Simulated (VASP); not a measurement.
# Mesh, vacuum, cutoff and functional for Cu(111), part 2 of 5

Aim: find which settings matter for a slab model of Cu(111), and what they cost.

VASP 6.6.1, plane waves and PAW; the level of theory is named at each step.

So far, highest filled level below the vacuum (eV): step 2 (the base run) 4.93.

## 3. Another mesh, mesh points along a 3, k-mesh 3×3×1

Level of this step: PBEsol; plane waves and PAW (Cu) (VASP).

The mesh decides how well the Fermi level or the band edge is found.

INCAR reads:

```
SYSTEM = Cu
PREC = Normal
ENCUT = 360
EDIFF = 1E-06
NELM = 120
ISMEAR = 1
SIGMA = 0.1
LREAL = .FALSE.
ALGO = Normal
GGA = PS
NBANDS = 47
LASPH = .TRUE.
LORBIT = 11
LWAVE = .FALSE.
LCHARG = .FALSE.
NCORE = 4
IDIPOL = 3
LDIPOL = .TRUE.
DIPOL = 0.5 0.5 0.5
LVHAR = .TRUE.
LVACPOTAV = .TRUE.
```

POSCAR reads:

```
Cu
1.0
    2.5526554801      0.0000000000      0.0000000000
    1.2763277400      2.2106644929      0.0000000000
    0.0000000000      0.0000000000     30.5054068306
Cu
7
Direct
    0.0000000000      0.0000000000      0.2950296664
    0.3333333333      0.3333333333      0.3633531109
    0.6666666667      0.6666666667      0.4316765555
    0.0000000000      0.0000000000      0.5000000000
    0.3333333333      0.3333333333      0.5683234445
    0.6666666667      0.6666666667      0.6366468891
    0.0000000000      0.0000000000      0.7049703336
```

KPOINTS reads:

```
Automatic mesh
0
Gamma
3 3 1
0 0 0
```

Potentials, in the order of the species: Cu (PBE family, release 64).

Run with:

```sh
> mpirun -np 4 vasp_std
```

Log:

```text
[banner, memory and clock lines left out]
running    4 mpi-ranks, on    1 nodes
 distrk:  each k-point on    4 cores,    1 groups
 distr:  one band on    4 cores,    1 groups

 POSCAR found type information on POSCAR Cu
 POSCAR found :  1 types and       7 ions
 [... a notice as in an earlier step ...]

 LDA part: xc-table for (Slater+PW92), standard interpolation
 POSCAR, INCAR and KPOINTS ok, starting setup
 FFT: planning ... GRIDC
 FFT: planning ... GRID_SOFT
 FFT: planning ... GRID
 WAVECAR not read
 entering main loop
       N       E                     dE             d eps       ncg     rms          rms(c)
DAV:   1     0.632562949011E+03    0.63256E+03   -0.27561E+04   282   0.178E+03
DAV:   2     0.308175360302E+02   -0.60175E+03   -0.58295E+03   282   0.397E+02
DAV:   3    -0.353283926311E+02   -0.66146E+02   -0.62545E+02   282   0.186E+02
DAV:   4    -0.375091561916E+02   -0.21808E+01   -0.21623E+01   340   0.440E+01
DAV:   5    -0.375649147056E+02   -0.55759E-01   -0.55688E-01   318   0.558E+00    0.216E+01
DAV:   6    -0.335487051985E+02    0.40162E+01   -0.79351E+01   356   0.156E+02    0.113E+01
DAV:   7    -0.306393298237E+02    0.29094E+01   -0.16842E+01   341   0.104E+02    0.420E+00
DAV:   8    -0.304252081297E+02    0.21412E+00   -0.39076E+00   453   0.561E+01    0.105E+00
DAV:   9    -0.304839753743E+02   -0.58767E-01   -0.11996E+00   422   0.208E+01    0.137E+00
DAV:  10    -0.304860887322E+02   -0.21134E-02   -0.33914E-01   310   0.132E+01    0.932E-01
DAV:  11    -0.304743715484E+02    0.11717E-01   -0.61903E-02   381   0.399E+00    0.320E-01
DAV:  12    -0.304735119498E+02    0.85960E-03   -0.15656E-02   342   0.171E+00    0.904E-02
DAV:  13    -0.304733417103E+02    0.17024E-03   -0.13785E-03   414   0.129E+00    0.796E-02
DAV:  14    -0.304732877076E+02    0.54003E-04   -0.45041E-04   366   0.542E-01    0.525E-02
DAV:  15    -0.304732990423E+02   -0.11335E-04   -0.64282E-04   334   0.399E-01    0.250E-02
DAV:  16    -0.304733215612E+02   -0.22519E-04   -0.66749E-05   398   0.124E-01    0.153E-02
DAV:  17    -0.304734434480E+02   -0.12189E-03   -0.10229E-04   320   0.135E-01    0.148E-02
DAV:  18    -0.304735378582E+02   -0.94410E-04   -0.37532E-05   344   0.123E-01    0.666E-03
DAV:  19    -0.304736127177E+02   -0.74859E-04   -0.40772E-05   406   0.114E-01    0.834E-03
DAV:  20    -0.304736339907E+02   -0.21273E-04   -0.16753E-05   366   0.383E-02    0.338E-03
DAV:  21    -0.304736383234E+02   -0.43328E-05   -0.48285E-06   279   0.263E-02    0.279E-03
DAV:  22    -0.304736401422E+02   -0.18188E-05   -0.76028E-07   169   0.135E-02    0.164E-03
DAV:  23    -0.304736412567E+02   -0.11145E-05   -0.10757E-07   169   0.547E-03    0.166E-03
DAV:  24    -0.304736421170E+02   -0.86025E-06   -0.13061E-07   169   0.875E-03
 [... a notice as in an earlier step ...]

   1 F= -.30473642E+02 E0= -.30474401E+02  d E =0.227541E-02
```

Run time: 5.8 s. Hardware: 4 MPI ranks of Intel Xeon 6975P-C (Granite Rapids), shared host; peak memory 0.41 GiB.

From OUTCAR (step 3):

```text
The static configuration has the point symmetry D_3d.

 Found      3 irreducible k-points:

   k-points           NKPTS =      3   k-points in BZ     NKDIM =      3   number of bands    NBANDS=     47

   NELECT =      77.0000    total number of electrons

 E-fermi :   0.6295

 k-point     1 :       0.0000    0.0000    0.0000
  band No.  band energies     occupation
    ...
     39      -0.4407      2.00000
     40      -0.4391      2.00000
     41      -0.4391      2.00000
     42       0.3078      2.00005
     43       0.6155      1.23477
     44       5.1922      0.00000
     45       5.6647      0.00000
     46       5.8847      0.00000
     47       6.6821      0.00000

 k-point     2 :       0.3333    0.0000    0.0000
  band No.  band energies     occupation
    ...
     35      -0.5245      2.00000
     36      -0.5188      2.00000
     37      -0.2976      2.00000
     38      -0.2971      2.00000
     39      -0.2509      2.00000
     40       0.7972     -0.03914
     41       2.2082     -0.00000
     42       3.8976      0.00000
     43       5.4051      0.00000
     44       7.2350      0.00000
    ...

  Total       -5.4953801     -5.4953801     -4.6920252      0.0000000      0.0000000      0.0000000
  in kB      -51.1465630    -51.1465630    -43.6695845      0.0000000      0.0000000      0.0000000
  external PRESSURE =     -48.6542368 kB  Pullay stress =       0.0000000 kB

 POSITION                                       TOTAL-FORCE (eV/Angst)
 -----------------------------------------------------------------------------------
      0.00000      0.00000      9.00000        -0.000000      0.000000      0.563332
      1.27633      0.73689     11.08423        -0.000000      0.000000     -0.345154
      2.55266      1.47378     13.16847        -0.000000     -0.000000      0.074103
      0.00000      0.00000     15.25270         0.000000      0.000000      0.000000
      1.27633      0.73689     17.33694         0.000000      0.000000     -0.074103
      2.55266      1.47378     19.42117         0.000000     -0.000000      0.345154
      0.00000      0.00000     21.50541        -0.000000     -0.000000     -0.563332
 -----------------------------------------------------------------------------------
    total drift:                                0.000000      0.000000      0.000000

  FREE ENERGIE OF THE ION-ELECTRON SYSTEM (eV)
  ---------------------------------------------------
  free  energy   TOTEN  =       -30.4736421170 eV

  energy  without entropy=      -30.4759175289  energy(sigma->0) =      -30.47440059

 vacuum level on the upper side and lower side of the slab         6.032         6.032

 total charge
# of ion       s       p       d       tot
------------------------------------------
    1        0.436   0.311   9.187   9.934
    2        0.441   0.383   9.171   9.995
    3        0.458   0.391   9.157  10.006
    4        0.441   0.386   9.179  10.006
    5        0.458   0.391   9.157  10.006
    6        0.441   0.383   9.171   9.995
    7        0.436   0.311   9.187   9.934
--------------------------------------------------
tot          3.110   2.556  64.208  69.875

[... 7 parts as in an earlier step ...]

[... 3 further parts left out ...]
```

This step gave:

| Quantity | Value |
| --- | --- |
| electronic cycles | 24 |
| free energy (TOTEN) | -30.47 eV |
| energy at zero smearing | -30.47 eV |
| Fermi energy | 0.6295 eV |
| vacuum levels | 6.032, 6.032 eV |
| work functions of the upper and lower face | 5.402, 5.402 eV |
| highest filled level below the vacuum | 5.402 eV |

Force by atom:

```tsv
atom	x (eV/Å)	y (eV/Å)	z (eV/Å)	size
Cu1	0.000	0.000	0.563	0.563
Cu2	0.000	0.000	-0.345	0.345
Cu3	0.000	0.000	0.074	0.074
Cu4	0.000	0.000	0.000	0.000
Cu5	0.000	0.000	-0.074	0.074
Cu6	0.000	0.000	0.345	0.345
Cu7	0.000	0.000	-0.563	0.563
```

Against the base run its depth below the vacuum changes by +0.47 eV and the energy by -212.7 meV an atom.

## 4. Another mesh, mesh points along a 6, k-mesh 6×6×1

Edit INCAR of step 3 so:

```diff
@@ -15,3 +15,3 @@
 LCHARG = .FALSE.
-NCORE = 4
+KPAR = 4
 IDIPOL = 3
```

POSCAR is that of step 3.

KPOINTS reads:

```
Automatic mesh
0
Gamma
6 6 1
0 0 0
```

Run with:

```sh
> mpirun -np 4 vasp_std
```

Log:

```text
[banner, memory and clock lines left out]
running    4 mpi-ranks, on    1 nodes
[...]
[... a notice as in an earlier step ...]

 LDA part: xc-table for (Slater+PW92), standard interpolation
 POSCAR, INCAR and KPOINTS ok, starting setup
[...]
entering main loop
       N       E                     dE             d eps       ncg     rms          rms(c)
DAV:   1     0.635476903838E+03    0.63548E+03   -0.27375E+04   658   0.178E+03
DAV:   2     0.359091784848E+02   -0.59957E+03   -0.58316E+03   658   0.401E+02
DAV:   3    -0.335094101477E+02   -0.69419E+02   -0.64516E+02   686   0.188E+02
DAV:   4    -0.359697402603E+02   -0.24603E+01   -0.24439E+01   750   0.476E+01
[...]
DAV:  22    -0.287916884774E+02   -0.76454E-05   -0.30223E-06   511   0.248E-02    0.218E-03
DAV:  23    -0.287916903760E+02   -0.18986E-05   -0.12701E-06   399   0.284E-02    0.245E-03
DAV:  24    -0.287916911852E+02   -0.80921E-06   -0.38336E-07   385   0.154E-02
 [... a notice as in an earlier step ...]

   1 F= -.28791691E+02 E0= -.28789429E+02  d E =-.678658E-02
```

The job ended after 9 s (4 MPI ranks; peak memory 0.63 GiB).

From OUTCAR (step 4):

```text
  Total       -3.8860870     -3.8860870     -2.7790776      0.0000000      0.0000000      0.0000000
  in kB      -36.1685618    -36.1685618    -25.8654118      0.0000000      0.0000000      0.0000000
  external PRESSURE =     -32.7341785 kB  Pullay stress =       0.0000000 kB

 POSITION                                       TOTAL-FORCE (eV/Angst)
 -----------------------------------------------------------------------------------
      0.00000      0.00000      9.00000         0.000000     -0.000000      0.143706
      1.27633      0.73689     11.08423        -0.000000      0.000000      0.135329
      2.55266      1.47378     13.16847         0.000000     -0.000000     -0.088740
      0.00000      0.00000     15.25270        -0.000000      0.000000      0.000000
      1.27633      0.73689     17.33694        -0.000000      0.000000      0.088740
      2.55266      1.47378     19.42117        -0.000000      0.000000     -0.135329
      0.00000      0.00000     21.50541         0.000000      0.000000     -0.143706
 -----------------------------------------------------------------------------------
    total drift:                                0.000000      0.000000      0.000000

  FREE ENERGIE OF THE ION-ELECTRON SYSTEM (eV)
  ---------------------------------------------------
  free  energy   TOTEN  =       -28.7916911852 eV

  energy  without entropy=      -28.7849046034  energy(sigma->0) =      -28.78942899

[... 1 part as in an earlier step ...]

[... 2 further parts left out ...]
[key lines of the parts left out:]
E-fermi :   0.9626
```

Against the base run its depth below the vacuum changes by +0.05 eV and the energy by +28.0 meV an atom.

## 5. Another mesh, mesh points along a 18, k-mesh 18×18×1

INCAR is that of step 4.

POSCAR is that of step 4.

KPOINTS reads:

```
Automatic mesh
0
Gamma
18 18 1
0 0 0
```

Run with:

```sh
> mpirun -np 4 vasp_std
```

Log:

```text
[... set-up lines as in an earlier step ...]
 entering main loop
       N       E                     dE             d eps       ncg     rms          rms(c)
DAV:   1     0.633334196296E+03    0.63333E+03   -0.27576E+04  3494   0.180E+03
DAV:   2     0.343366530845E+02   -0.59900E+03   -0.58167E+03  3478   0.398E+02
DAV:   3    -0.338430387889E+02   -0.68180E+02   -0.63206E+02  3660   0.188E+02
DAV:   4    -0.361106072050E+02   -0.22676E+01   -0.22523E+01  3948   0.459E+01
[...]
DAV:  20    -0.289925433660E+02   -0.26056E-04   -0.14386E-05  4197   0.649E-02    0.365E-03
DAV:  21    -0.289925582381E+02   -0.14872E-04   -0.41349E-06  3069   0.338E-02    0.306E-03
DAV:  22    -0.289925590106E+02   -0.77247E-06   -0.24558E-07  2306   0.122E-02
 [... a notice as in an earlier step ...]

   1 F= -.28992559E+02 E0= -.28991056E+02  d E =-.451039E-02
```

Run time: 23 s. Hardware: 4 MPI ranks; peak memory 0.9 GiB; 80 s of CPU time.

OUTCAR, selected parts (step 5):

```text
  Total       -4.0536186     -4.0536186     -3.0813967      0.0000000      0.0000000      0.0000000
  in kB      -37.7278112    -37.7278112    -28.6791541      0.0000000      0.0000000      0.0000000
  external PRESSURE =     -34.7115922 kB  Pullay stress =       0.0000000 kB

 POSITION                                       TOTAL-FORCE (eV/Angst)
 -----------------------------------------------------------------------------------
      0.00000      0.00000      9.00000        -0.000000     -0.000000      0.259564
      1.27633      0.73689     11.08423         0.000000      0.000000     -0.041670
      2.55266      1.47378     13.16847        -0.000000     -0.000000     -0.019758
      0.00000      0.00000     15.25270         0.000000      0.000000     -0.000000
      1.27633      0.73689     17.33694         0.000000      0.000000      0.019758
      2.55266      1.47378     19.42117        -0.000000     -0.000000      0.041670
      0.00000      0.00000     21.50541         0.000000      0.000000     -0.259564
 -----------------------------------------------------------------------------------
    total drift:                                0.000000      0.000000      0.000000

  FREE ENERGIE OF THE ION-ELECTRON SYSTEM (eV)
  ---------------------------------------------------
  free  energy   TOTEN  =       -28.9925590106 eV

  energy  without entropy=      -28.9880486178  energy(sigma->0) =      -28.99105555

[... 1 part as in an earlier step ...]

[... 2 further parts left out ...]
[key lines of the parts left out:]
E-fermi :   1.0150
```

Against the base run its depth below the vacuum changes by -0.00 eV and the energy by -0.8 meV an atom.

## 6. Side by side

Times are for 4 MPI ranks of Intel Xeon 6975P-C (Granite Rapids), shared host. The series side by side:

```tsv
no.	mesh points along a	highest filled level below the vacuum (eV)	energy at zero smearing (eV)	time	memory (GiB)
1	3	5.402	-30.47	5.8 s	0.41
2	6	4.978	-28.79	9 s	0.63
3	18	4.930	-28.99	23 s	0.9
```

(Part 2 of 5 ends here.)

[Lines on the potential files, build, host, timing and source positions are cut from VASP's logs without a mark.]

[Logs are printed without paths, hosts, clocks, repeated set-up lines and the standing remarks that a program may print on its own settings, such as how far it seeks lower states.]

[Hosts, paths, dates, database ids (printed as entryN), source tags and the programs' standing remarks are cut or masked in the printed files.]

[In band tables of VASP the shares of atoms and orbitals are scaled to a sum of 1 inside the atoms' spheres.]

[Runs that stopped without an error message from VASP are left out.]
